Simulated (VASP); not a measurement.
AlInSb2 (space group P-4m2): computed properties

Level of theory: r2SCAN meta-GGA, VASP's PBE PAW potentials (set 64) (plane waves; VASP).

```json
{
  "space_group": "P-4m2 (115)",
  "cell": "a = 4.5106 Å, b = 4.5106 Å, c = 6.3290 Å, α = 90.00°, β = 90.00°, γ = 90.00°",
  "volume_per_atom": "32.19 Å³/atom",
  "band gap (over mesh and band path)": "0.95 eV",
  "smallest direct gap (over mesh and band path)": "0.95 eV",
  "band_edge_character": "direct, Γ to Γ",
  "density": "4.97 g/cm³"
}
```

```cif
data_AlInSb2
_chemical_formula_sum 'Al1 In1 Sb2'
_space_group_name_H-M_alt 'P 1'
_space_group_IT_number 1
_cell_length_a 4.51060
_cell_length_b 4.51060
_cell_length_c 6.32898
_cell_angle_alpha 90.000
_cell_angle_beta 90.000
_cell_angle_gamma 90.000
loop_
_space_group_symop_operation_xyz
  'x, y, z'
loop_
_atom_site_label
_atom_site_type_symbol
_atom_site_fract_x
_atom_site_fract_y
_atom_site_fract_z
_atom_site_occupancy
Al1 Al 0.00000 0.00000 0.00000 1
In1 In 0.50000 0.50000 0.50000 1
Sb1 Sb 0.00000 0.50000 0.23322 1
Sb2 Sb 0.50000 0.00000 0.76678 1
```

Unless said otherwise, spin-orbit coupling is left out, though it shifts the bands of the heavy elements here.

The structure comes from a computed database's AlInSb2 entry (P-4m2); how it stands against other phases isn't given here. It was relaxed first. Symmetry was kept, so distortions that lower it aren't found.
